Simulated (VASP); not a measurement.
```yaml
crystal:
  lattice:
    - [0.00000, 2.84062, 2.84062]
    - [2.84062, 0.00000, 2.84062]
    - [2.84062, 2.84062, 0.00000]
  atoms:
    - { symbol: Al, position: [0.00000, 0.00000, 0.00000] }
    - { symbol: As, position: [0.25000, 0.25000, 0.25000] }
```

The numbers are results of PBEsol GGA, VASP's PBE PAW potentials (set 64) (plane waves; VASP), not measurements. Numerical set-up: 500 eV cut-off, 8×8×8 Γ-centred mesh, Gaussian smearing of 0.050 eV, potentials Al As.

Predict the energy per atom (σ→0), band gap (on the k-mesh) with the smallest direct gap where there is one.

| Item | Result |
|---|---|
| band gap (on the k-mesh) | 1.34 eV |
| smallest direct gap (on the k-mesh) | 1.90 eV |
| energy per atom (σ→0) | -5032 meV/atom |

The compound is AlAs in the zinc blende structure. It was relaxed first.
